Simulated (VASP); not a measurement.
Input for VASP

KPOINTS:
```
K-points
0
Gamma
 8 8 7
0 0 0
```

### INCAR
```
ALGO = Normal
EDIFF = 1E-6
EDIFFG = -0.02
ENCUT = 500
IBRION = 2
ISIF = 3
ISMEAR = 1
LASPH = .TRUE.
LCHARG = .FALSE.
LMAXMIX = 4
LREAL = .FALSE.
LWAVE = .FALSE.
NELM = 100
NSW = 40
PREC = Accurate
PSTRESS = 50
SIGMA = 0.1
SYSTEM = Ga
```

**POSCAR**
```
Ga
1
    2.2137531041    -3.7480295994     0.0000000000
    2.2137531041     3.7480295994     0.0000000000
    0.0000000000     0.0000000000     4.4308919988
Ga
4
Direct
  0.1556281958   0.8443718042   0.9156571284
  0.3443718042   0.6556281958   0.4156571284
  0.6556281958   0.3443718042   0.5843428716
  0.8443718042   0.1556281958   0.0843428716
```

POTCAR, in this order: Ga_d (LDA.64 set). Program: vasp_std.

**Question.** Write an equivalent input for Quantum ESPRESSO's pw.x.

**Answer.** One equivalent input (not run):
```
&CONTROL
  calculation = 'vc-relax'
  pseudo_dir = './pseudo'
  outdir = './out'
  tprnfor = .true.
  tstress = .true.
  nstep = 40
  forc_conv_thr = 0.00078
/
&SYSTEM
  ibrav = 0
  nat = 4
  ntyp = 1
  ecutwfc = 80
  occupations = 'smearing'
  smearing = 'methfessel-paxton'
  degauss = 0.00735
  input_dft = 'pz'
/
&ELECTRONS
  conv_thr = 7.3e-08
  electron_maxstep = 100
/
&IONS
/
&CELL
  press = 50
/
ATOMIC_SPECIES
  Ga 69.723 Ga.upf
CELL_PARAMETERS angstrom
     2.2137531   -3.7480296    0.0000000
     2.2137531    3.7480296    0.0000000
     0.0000000    0.0000000    4.4308920
ATOMIC_POSITIONS crystal
  Ga   0.1556282  0.8443718  0.9156571
  Ga   0.3443718  0.6556282  0.4156571
  Ga   0.6556282  0.3443718  0.5843429
  Ga   0.8443718  0.1556282  0.0843429
K_POINTS automatic
  8 8 7 0 0 0
```
Limits of the translation: the potentials are each code's own (VASP's PAW set, PseudoDojo norm-conserving files in pw.x), so ENCUT and ecutwfc are chosen apart and not converted; conv_thr bounds pw.x's estimated SCF error, while EDIFF bounds the energy change between steps; forc_conv_thr acts on force components and is met together with etot_conv_thr.

The compound is Ga in the alpha structure. This run relaxes it under an external pressure of 5 GPa. Symmetry was kept, so distortions that lower it aren't found.
